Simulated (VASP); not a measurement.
```
CELL_PARAMETERS angstrom
      3.88492     0.00000     0.00000
      0.00000     3.88492     0.00000
      0.00000     0.00000     4.03028
ATOMIC_POSITIONS crystal
  Ba 0.00000 0.00000 0.00529
  Ti 0.50000 0.50000 0.52441
  O  0.50000 0.50000 0.96727
  O  0.00000 0.50000 0.48352
  O  0.50000 0.00000 0.48352
```

All values below come from AM05 GGA, VASP's PBE PAW potentials (set 64) (plane waves; VASP 6.6.1). Numerical set-up: 520 eV cut-off, 6×6×6 Γ-centred mesh, Gaussian smearing of 0.050 eV, potentials Ba_sv Ti_sv O.

Task: The ions and cell shape at fixed volume are relaxed. Give the cell that the relaxation ends in.

Result: 
```
CELL_PARAMETERS angstrom
      3.92352     0.00000     0.00000
      0.00000     3.92352     0.00000
      0.00000     0.00000     3.95137
ATOMIC_POSITIONS crystal
  Ba 0.00000 0.00000 0.99731
  Ti 0.50000 0.50000 0.50815
  O  0.50000 0.50000 0.98322
  O  0.00000 0.50000 0.48766
  O  0.50000 0.00000 0.48766
```
Space group P4mm (99), at a tolerance of 0.03 Å.

Task: How much energy does the relaxation gain?

Result: The energy (σ→0) changes by -7.8 meV/atom, in 10 ionic steps.

The compound is BaTiO3 in the tetragonal perovskite structure. This cell is one point of a volume scan, at 0.94 of the reference volume. Symmetry was kept, so distortions that lower it aren't found.
